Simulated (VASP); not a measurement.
## NbTe (relaxed from the zinc blende structure, space group F-43m): computed properties

All values below come from r2SCAN meta-GGA, VASP's PBE PAW potentials (set 64) (plane waves; VASP).

For NbTe, the space group comes out as F-43m (216) and the cell is a = 6.245 Å, b = 6.245 Å, c = 6.245 Å, α = 90.00°, β = 90.00°, γ = 90.00°. The volume per atom is 30.45 Å³/atom and the band gap (over mesh and band path) is none (metal, semimetal or under 0.01 eV). The density is 6.01 g/cm³.

```cif
data_NbTe
_chemical_formula_sum 'Nb1 Te1'
_space_group_name_H-M_alt 'P 1'
_space_group_IT_number 1
_cell_length_a 4.41616
_cell_length_b 4.41616
_cell_length_c 4.41616
_cell_angle_alpha 60.000
_cell_angle_beta 60.000
_cell_angle_gamma 60.000
loop_
_space_group_symop_operation_xyz
  'x, y, z'
loop_
_atom_site_label
_atom_site_type_symbol
_atom_site_fract_x
_atom_site_fract_y
_atom_site_fract_z
_atom_site_occupancy
Nb1 Nb 0.00000 0.00000 0.00000 1
Te1 Te 0.25000 0.25000 0.25000 1
```

Unless said otherwise, spin-orbit coupling is left out, though it shifts the bands of the heavy elements here.

The structure was generated: NbTe was put into the zinc blende type (F-43m), which need not be its known phase. It was relaxed first, which changed the volume by -28 %. Symmetry was kept, so distortions that lower it aren't found. The electron count is odd and the run is not spin-polarised, which forces a metal.
